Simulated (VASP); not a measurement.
```
IrO2
1.0
    4.30189     0.00000     0.00000
    0.00000     4.30189     0.00000
    0.00000     0.00000     3.10914
Ir O
2 4
Direct
  0.00000   0.00000   0.00000
  0.50000   0.50000   0.50000
  0.31047   0.31047   0.00000
  0.81047   0.18953   0.50000
  0.18953   0.81047   0.50000
  0.68953   0.68953   0.00000
```

These are LDA (Ceperley-Alder, Perdew-Zunger), VASP's LDA PAW potentials (set 64) (plane waves; VASP) values and carry that method's errors. Settings: 620 eV cut-off, 7×7×10 Γ-centred mesh, first-order Methfessel-Paxton smearing of 0.10 eV, potentials Ir O.

Unless said otherwise, spin-orbit coupling is left out, though it shifts the bands of the heavy elements here.

What does the run give for the energy per atom (σ→0), pressure, band gap (on the k-mesh) with the smallest direct gap where there is one?

The band gap (on the k-mesh) comes out as none (metal, semimetal or under 0.01 eV) and the energy per atom (σ→0) is -8065 meV/atom. The pressure comes out as 30.03 GPa.

Only differences to runs with the same potentials and settings are physical.

The compound is IrO2 in the rutile structure. It was relaxed first under an external pressure of 30 GPa.
